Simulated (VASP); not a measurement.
Method: PBE GGA, VASP's PBE PAW potentials (set 64) (plane waves; VASP).

VASP ran on this input.

INCAR:
```
ALGO=Normal
EDIFF=1E-6
EDIFFG=-0.01
ENCUT=480
GGA=PE
IBRION=2
ISIF=3
ISMEAR=1
LASPH=.True.
LCHARG=.False.
LMAXMIX=6
LREAL=.False.
LWAVE=.False.
NELM=100
NSW=60
PREC=Accurate
SIGMA=0.1
SYSTEM=Os
```

File POSCAR:
```
Os
1
    2.7554222566     0.0000000000     0.0000000000
   -1.3777111283     2.3862653102     0.0000000000
    0.0000000000    -0.0000000000     4.3415976446
Os
2
Direct
  0.6666670000   0.3333330000   0.7500000000
  0.3333330000   0.6666670000   0.2500000000
```

**KPOINTS**
```
Automatic mesh
0
G
 14 14 8
```

POTCAR, in this order: Os (PBE.64 set). Program: vasp_std.

The run wrote:

File OSZICAR:
```
       N       E                     dE             d eps       ncg     rms          rms(c)
DAV:   1     0.943082889166E+02    0.94308E+02   -0.73131E+03  2880   0.120E+03
DAV:   2    -0.174411920667E+02   -0.11175E+03   -0.10070E+03  3116   0.382E+02
DAV:   3    -0.237903773857E+02   -0.63492E+01   -0.58773E+01  3508   0.747E+01
DAV:   4    -0.239316392808E+02   -0.14126E+00   -0.14049E+00  3048   0.114E+01
DAV:   5    -0.239333272807E+02   -0.16880E-02   -0.16876E-02  3364   0.102E+00    0.224E+01
DAV:   6    -0.228212143579E+02    0.11121E+01   -0.12433E+00  3096   0.103E+01    0.101E+01
DAV:   7    -0.224998919055E+02    0.32132E+00   -0.85107E-01  3328   0.833E+00    0.443E-01
DAV:   8    -0.224941471186E+02    0.57448E-02   -0.74708E-03  2940   0.704E-01    0.269E-01
DAV:   9    -0.224919371660E+02    0.22100E-02   -0.14441E-03  3096   0.452E-01    0.564E-02
DAV:  10    -0.224919765115E+02   -0.39345E-04   -0.63442E-05  3192   0.804E-02    0.999E-03
DAV:  11    -0.224919447207E+02    0.31791E-04   -0.71176E-06  2964   0.313E-02    0.860E-04
DAV:  12    -0.224919441365E+02    0.58424E-06   -0.12824E-07  1504   0.396E-03
   1 F= -.22491944E+02 E0= -.22491486E+02  d E =-.224919E+02
```

### OUTCAR
```
------------------------ aborting loop because EDIFF is reached ----------------------------------------
  FORCE on cell =-STRESS in cart. coord.  units (eV):
  Direction    XX          YY          ZZ          XY          YZ          ZX
  --------------------------------------------------------------------------------------
  Total       -0.0022095     -0.0022095     -0.0003460      0.0000000     -0.0000000      0.0000000
  in kB       -0.1240053     -0.1240052     -0.0194166      0.0000000     -0.0000000      0.0000000
  external PRESSURE =      -0.0891424 kB  Pullay stress =       0.0000000 kB
  volume of cell :       28.55
      direct lattice vectors                 reciprocal lattice vectors
     2.755422257  0.000000000  0.000000000     0.362920782  0.209532443  0.000000000
    -1.377711128  2.386265310  0.000000000     0.000000000  0.419064886  0.000000000
     0.000000000  0.000000000  4.341597645     0.000000000  0.000000000  0.230329957
 POSITION                                       TOTAL-FORCE (eV/Angst)
 -----------------------------------------------------------------------------------
      1.37771      0.79542      3.25620         0.000000      0.000000      0.000000
     -0.00000      1.59084      1.08540         0.000000     -0.000000      0.000000
 -----------------------------------------------------------------------------------
    total drift:                               -0.000021      0.000012     -0.000020
  FREE ENERGIE OF THE ION-ELECTRON SYSTEM (eV)
  ---------------------------------------------------
  free  energy   TOTEN  =       -22.4919441365 eV

  energy  without entropy=      -22.4905707985  energy(sigma->0) =      -22.49148636

 reached required accuracy - stopping structural energy minimisation
```
(Selected blocks of OUTCAR.)

The compound is Os in the hcp structure. It was relaxed first. The start is the result of an earlier pass.
